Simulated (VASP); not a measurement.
Shape and ions are relaxed at each volume.

Energy against volume of Sb (a7). Method: PW91 GGA, VASP's PBE PAW potentials (set 64) (plane waves; VASP 6.6.1).

```json
[
 {"V (Å³/atom)": "29.978", "E (eV/atom)": "-4.15276"},
 {"V (Å³/atom)": "30.935", "E (eV/atom)": "-4.16393"},
 {"V (Å³/atom)": "31.892", "E (eV/atom)": "-4.16711"},
 {"V (Å³/atom)": "32.849", "E (eV/atom)": "-4.16398"},
 {"V (Å³/atom)": "33.805", "E (eV/atom)": "-4.15599"}
]
```

Problem. Fit a third-order Birch-Murnaghan equation of state.

Solution. 
```yaml
volume_per_atom: 31.86 Å³/atom
bulk_modulus: 35.2 GPa
pressure_derivative_of_the_bulk_modulus: 7.17
```

Measured: bulk modulus 39.5 GPa at 0 K (computed value off by -11.0 %), as given by K. Lejaeghere et al., Critical reviews in solid state and materials sciences/CRC critical reviews in solid state and materials sciences (2013), arXiv:1204.2733 [extrapolated to 0 K and zero-point effects removed (source: thermally corrected experimental values)].

The compound is Sb in the a7 structure. It was relaxed first, which changed the volume by +5 %.
